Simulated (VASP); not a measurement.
Level of theory: PBEsol GGA, VASP's PBE PAW potentials (set 64) (plane waves; VASP).

VASP ran on this input.

**INCAR**
```
# general
SYSTEM  = Cs(110) slab
PREC    = Normal
ENCUT   = 400
LREAL   = .False.
LASPH   = .True.   # aspherical one-centre terms

# electronic loop
EDIFF   = 1E-5   # SCF stop (eV)
NELM    = 100   # most electronic steps
NELMIN  = 4
ALGO    = Normal
LMAXMIX = 4   # l cut-off of mixed one-centre charges

# smearing
ISMEAR  = 1   # Methfessel-Paxton
SIGMA   = 0.1

# functional
GGA     = PS   # PBEsol

# ions
IBRION  = 2   # conjugate gradients
NSW     = 50   # most ionic steps
ISIF    = 2   # forces and stress, cell fixed
EDIFFG  = -0.03   # ionic stop

# output
LWAVE   = .True.
LCHARG  = .False.

# other
LDIPOL  = .True.
IDIPOL  = 3
DIPOL   = 0.5 0.5 0.5
```

**POSCAR**
```
Cs(110) slab
1
    5.1998735194     0.0000000000     0.0000000000
   -1.7332908450     4.9024875935    -0.0000000000
    0.0000000000    -0.0000000000    27.5017007083
Cs
3
Direct
  0.5000000000   0.5000000000   0.3456210000
  0.0000000000   0.0000000000   0.5000000000
  0.5000000000   0.5000000000   0.6543790000
```

**KPOINTS**
```
Automatic mesh
0
Gamma
6 6 1
0 0 0
```

POTCAR, in this order: Cs_sv (PBE.64 set). Program: vasp_std.

Output of the run:

### OSZICAR
```
       N       E                     dE             d eps       ncg     rms          rms(c)
DAV:   1     0.203880427585E+03    0.20388E+03   -0.73621E+03   530   0.832E+02
DAV:   2     0.329144699356E+02   -0.17097E+03   -0.16995E+03   636   0.174E+02
DAV:   3    -0.134707549890E+01   -0.34262E+02   -0.34180E+02   459   0.813E+01
DAV:   4    -0.268969714167E+01   -0.13426E+01   -0.13398E+01   492   0.204E+01
DAV:   5    -0.271937990776E+01   -0.29683E-01   -0.29502E-01   656   0.232E+00    0.507E-01
DAV:   6    -0.260613391290E+01    0.11325E+00   -0.25375E-01   600   0.173E+00    0.298E-01
DAV:   7    -0.258840477284E+01    0.17729E-01   -0.99747E-02   650   0.846E-01    0.200E-01
DAV:   8    -0.258599518272E+01    0.24096E-02   -0.15081E-02   535   0.475E-01    0.831E-02
DAV:   9    -0.258395569606E+01    0.20395E-02   -0.10906E-02   600   0.295E-01    0.502E-02
DAV:  10    -0.258458119895E+01   -0.62550E-03   -0.16251E-03   561   0.109E-01    0.226E-02
DAV:  11    -0.258491341010E+01   -0.33221E-03   -0.56964E-04   541   0.610E-02    0.182E-02
DAV:  12    -0.258551229769E+01   -0.59889E-03   -0.53084E-04   491   0.552E-02    0.925E-03
DAV:  13    -0.258561426808E+01   -0.10197E-03   -0.26066E-04   582   0.322E-02    0.652E-03
DAV:  14    -0.258567679069E+01   -0.62523E-04   -0.67461E-05   422   0.207E-02    0.311E-03
DAV:  15    -0.258569197217E+01   -0.15181E-04   -0.10012E-05   448   0.910E-03    0.178E-03
DAV:  16    -0.258570308082E+01   -0.11109E-04   -0.95703E-06   344   0.755E-03    0.116E-03
DAV:  17    -0.258570921472E+01   -0.61339E-05   -0.19254E-06   323   0.360E-03
   1 F= -.25857092E+01 E0= -.25852992E+01  d E =-.258571E+01
```

File OUTCAR:
```
------------------------ aborting loop because EDIFF is reached ----------------------------------------
  FORCE on cell =-STRESS in cart. coord.  units (eV):
  Direction    XX          YY          ZZ          XY          YZ          ZX
  --------------------------------------------------------------------------------------
  Total       -0.0921196     -0.1872210      0.0126720     -0.1344937      0.0000000      0.0000000
  in kB       -0.2105202     -0.4278547      0.0289591     -0.3073575      0.0000000      0.0000000
  external PRESSURE =      -0.2031386 kB  Pullay stress =       0.0000000 kB
  volume of cell :      701.08
      direct lattice vectors                 reciprocal lattice vectors
     5.199873519  0.000000000  0.000000000     0.192312370  0.067992680  0.000000000
    -1.733290845  4.902487594  0.000000000     0.000000000  0.203978079  0.000000000
     0.000000000  0.000000000 27.501700708     0.000000000  0.000000000  0.036361388
 POSITION                                       TOTAL-FORCE (eV/Angst)
 -----------------------------------------------------------------------------------
      1.73329      2.45124      9.50517        -0.000000      0.000000     -0.004537
      0.00000      0.00000     13.75085         0.000000      0.000000      0.000000
      1.73329      2.45124     17.99654         0.000000      0.000000      0.004537
 -----------------------------------------------------------------------------------
    total drift:                                0.000000     -0.000000      0.000000
  FREE ENERGIE OF THE ION-ELECTRON SYSTEM (eV)
  ---------------------------------------------------
  free  energy   TOTEN  =        -2.5857092147 eV

  energy  without entropy=       -2.5844792936  energy(sigma->0) =       -2.58529924

 reached required accuracy - stopping structural energy minimisation
```
(Selected blocks of OUTCAR.)

The cell is a thin slab with vacuum, built from Cs (bcc): (110) face.
